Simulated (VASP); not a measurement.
## Sm (sg166): computed properties

All values below come from PBEsol GGA, VASP's PBE PAW potentials (set 64) (plane waves; VASP).

```
Quantity                                                                                Result
----------------------------------  ----------------------------------------------------------
space group                                                                         R-3m (166)
cell                                a = b = 3.581 Å, c = 25.793 Å, α = β = 90.00°, γ = 120.00°
volume per atom                                                                  31.82 Å³/atom
band gap (over mesh and band path)                    none (metal, semimetal or under 0.01 eV)
density                                                                             7.85 g/cm³
```

```xyz
3
Lattice="8.6597 -1.7904 -0.0067 8.6597 1.7904 -0.0067 8.2919 0.0000 3.0724" Properties=species:S:1:pos:R:3 pbc="T T T"
Sm    25.6112     0.0000     3.0591
Sm     5.6950     0.0000     0.6802
Sm    19.9163     0.0000     2.3789
```

The 4f electrons are frozen in the core of the lanthanide potential, so 4f levels, which can set the real gap, and their magnetism are missing.

The compound is Sm in the sg166 structure. It was relaxed first. Symmetry was kept, so distortions that lower it aren't found.
